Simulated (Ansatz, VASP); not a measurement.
## SbOs: VASP beside Ansatz

INCAR

```
SYSTEM = SbOs
PREC = Accurate ; ENCUT = 520
EDIFF = 1E-6 ; ISMEAR = 0
SIGMA = 0.05 ; LREAL = .FALSE.
LASPH = .TRUE. ; NELM = 60
ALGO = Normal ; ISIF = 2
LWAVE = .FALSE. ; LCHARG = .FALSE.
GGA = PE ; NBANDS = 14
```

Contents of KPOINTS:

```
regular mesh
0
G
  12 12 12
  0 0 0
```

Contents of POSCAR:

```
SbOs
1.0
    0.0000000000      2.6629262314      2.6629262314
    2.6629262314      0.0000000000      2.6629262314
    2.6629262314      2.6629262314      0.0000000000
Os Sb
1 1
Direct
    0.5000000000      0.5000000000      0.5000000000
    0.0000000000      0.0000000000      0.0000000000
```

Input for Ansatz:

```yaml
crystal:
  lattice:
    - [0.0, 2.6629262314, 2.6629262314]
    - [2.6629262314, 0.0, 2.6629262314]
    - [2.6629262314, 2.6629262314, 0.0]
  atoms:
    - { symbol: Os, position: [0.5, 0.5, 0.5] }
    - { symbol: Sb, position: [0.0, 0.0, 0.0] }
basis:
  ecutwfc: 420
  ecutrho_ratio: 4
kpoints:
  mp_grid: { grid: [12, 12, 12] }
hamiltonian:
  xc: pbe
scf:
  occupations: { method: gaussian, width: 0.05 }
output:
  forces: true
  stress: true
  eigenvalues: true
```

Alike in both runs: task single point; functional PBE; k mesh 12 × 12 × 12; occupations gaussian, width 0.05 eV; no spin polarisation.

|  | VASP | Ansatz |
| --- | --- | --- |
| version | VASP 6.6.1 | Ansatz 0.2.0 |
| potentials or method | VASP PAW PBE potentials, release 64 (Os, Sb) | scalar-relativistic, plane waves, PAW |
| plane-wave cutoff (eV) | 520 | 420 |
| valence electrons in the cell | 13 | 31 |

```csv
,VASP,Ansatz,Ansatz less VASP
gap on the k mesh at the Fermi level (eV),none,none,-
pressure (GPa),9.6,9.6,+0.06
```

A gap of «none» marks a metal or a gap that the smearing closes. The two sets of potentials don't hold the same shells in valence.

Spin-orbit coupling is left out, which matters for the levels of Os, Sb.
